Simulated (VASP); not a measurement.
Energy against volume of AgCl (rock salt). All values below come from PBE GGA with D3 dispersion (Becke-Johnson damping), VASP's PBE PAW potentials (set 64) (plane waves; VASP 6.6.1). Run with 520 eV cut-off, 8×8×8 Γ-centred mesh, Gaussian smearing of 0.050 eV, potentials Ag Cl.

```json
[
 {"V (Å³/atom)": "20.233", "E (eV/atom)": "-3.02653"},
 {"V (Å³/atom)": "20.858", "E (eV/atom)": "-3.02998"},
 {"V (Å³/atom)": "21.484", "E (eV/atom)": "-3.02749"},
 {"V (Å³/atom)": "22.110", "E (eV/atom)": "-3.02005"}
]
```

Problem. Fit these four points and predict the energy of the run at 19.607 Å³/atom.

Solution. A cubic in V^(−2/3), the third-order Birch-Murnaghan form, passes through the four points with V0 = 20.89 Å³/atom and B0 = 50 GPa, and gives -3.0159 eV/atom there. The run gave -3.0159 eV/atom, +0.0 meV/atom from the fit; all five points give B0 = 50 GPa.

The compound is AgCl in the rock salt structure. It was relaxed first.
